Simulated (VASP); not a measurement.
Level of theory: PBE GGA + U (Dudarev), VASP's PBE PAW potentials (set 64) (plane waves; VASP).

VASP ran on this input.

KPOINTS:
```
K-points
0
gamma
 11 11 11
```

POSCAR:
```
CuZn
3.02170
  0.9738375749   0.0000000000   0.0000000000
  0.0000000000   1.0000000000   0.0000000000
  0.0000000000   0.0000000000   0.9475106728
Zn Cu
1 1
direct
  0.5000000000   0.5000000000   0.5000000000
  0.0282090000   0.0000000000   0.0000000000
```

INCAR:
```
! general
SYSTEM     =  CuZn
PREC       =  Accurate
ENCUT      =  400
LREAL      =  .False.
LASPH      =  .True.

! electronic loop
EDIFF      =  1E-6
NELM       =  100
ALGO       =  Normal
LMAXMIX    =  4

! smearing
ISMEAR     =  1
SIGMA      =  0.1

! functional
GGA        =  PE

! DFT+U
LDAU       =  .True.
LDAUTYPE   =  2
LDAUL      =  2 2
LDAUU      =  5.0 5.0
LDAUJ      =  0 0
LDAUPRINT  =  1

! ions
ISIF       =  2

! output
LWAVE      =  .False.
LCHARG     =  .False.
LORBIT     =  10
```

POTCAR, in this order: Zn Cu (PBE.64 set). Program: vasp_std.

Output

### OSZICAR
```
       N       E                     dE             d eps       ncg     rms          rms(c)
DAV:   1     0.103971320751E+03    0.10397E+03   -0.10063E+04  6768   0.218E+03
DAV:   2     0.156342771685E+00   -0.10381E+03   -0.10123E+03  6515   0.304E+02
DAV:   3    -0.323358537438E+01   -0.33899E+01   -0.33853E+01  8062   0.746E+01
DAV:   4    -0.325318747531E+01   -0.19602E-01   -0.19601E-01  7411   0.508E+00
DAV:   5    -0.325343494757E+01   -0.24747E-03   -0.24747E-03  8374   0.587E-01    0.649E+00
DAV:   6    -0.299879389058E+01    0.25464E+00   -0.48555E+00  6502   0.571E+01    0.300E+00
DAV:   7    -0.282598057935E+01    0.17281E+00   -0.96249E-01  6634   0.323E+01    0.220E+00
DAV:   8    -0.281692237162E+01    0.90582E-02   -0.29120E-02  9719   0.274E+00    0.804E-01
DAV:   9    -0.281432407089E+01    0.25983E-02   -0.45330E-03  7264   0.155E+00    0.449E-02
DAV:  10    -0.281433034013E+01   -0.62692E-05   -0.19748E-04  9683   0.172E-01    0.364E-02
DAV:  11    -0.281432851565E+01    0.18245E-05   -0.61758E-06  7712   0.470E-02    0.989E-03
DAV:  12    -0.281432797590E+01    0.53975E-06   -0.33690E-07  4010   0.150E-02
   1 F= -.28143280E+01 E0= -.28144778E+01  d E =0.449580E-03
```

**OUTCAR**
```
------------------------ aborting loop because EDIFF is reached ----------------------------------------
  FORCE on cell =-STRESS in cart. coord.  units (eV):
  Direction    XX          YY          ZZ          XY          YZ          ZX
  --------------------------------------------------------------------------------------
  Total       -0.0240439     -0.2753726      0.1401912      0.0000000      0.0000000      0.0000000
  in kB       -1.5131826    -17.3303229      8.8228033      0.0000000      0.0000000      0.0000000
  external PRESSURE =      -3.3402341 kB  Pullay stress =       0.0000000 kB
  volume of cell :       25.46
      direct lattice vectors                 reciprocal lattice vectors
     2.942645000  0.000000000  0.000000000     0.339830323  0.000000000  0.000000000
     0.000000000  3.021700000  0.000000000     0.000000000  0.330939537  0.000000000
     0.000000000  0.000000000  2.863093000     0.000000000  0.000000000  0.349272622
 POSITION                                       TOTAL-FORCE (eV/Angst)
 -----------------------------------------------------------------------------------
      1.47132      1.51085      1.43155         0.336018      0.000000      0.000000
      0.08301      0.00000      0.00000        -0.336018      0.000000      0.000000
 -----------------------------------------------------------------------------------
    total drift:                                0.001400      0.000000      0.000022
  FREE ENERGIE OF THE ION-ELECTRON SYSTEM (eV)
  ---------------------------------------------------
  free  energy   TOTEN  =        -2.8143279759 eV

  energy  without entropy=       -2.8147775560  energy(sigma->0) =       -2.81447784

 total charge

# of ion       s       p       d       tot
------------------------------------------
    1        0.578   0.496   9.819  10.894
    2        0.416   0.359   9.335  10.111
--------------------------------------------------
tot          0.994   0.855  19.155  21.004
```
(Selected blocks of OUTCAR.)

The compound is CuZn in the CsCl type structure. The cell was not relaxed at this level, atoms are displaced from their ideal sites. The run is one of a series of settings (LDAU = .TRUE., LDAUJ = 0 0, LDAUL = 2 2, LDAUTYPE = 2, LDAUU = 5.0 5.0 against the base run), some of them coarse on purpose. The electron count is odd and the run is not spin-polarised, which forces a metal.
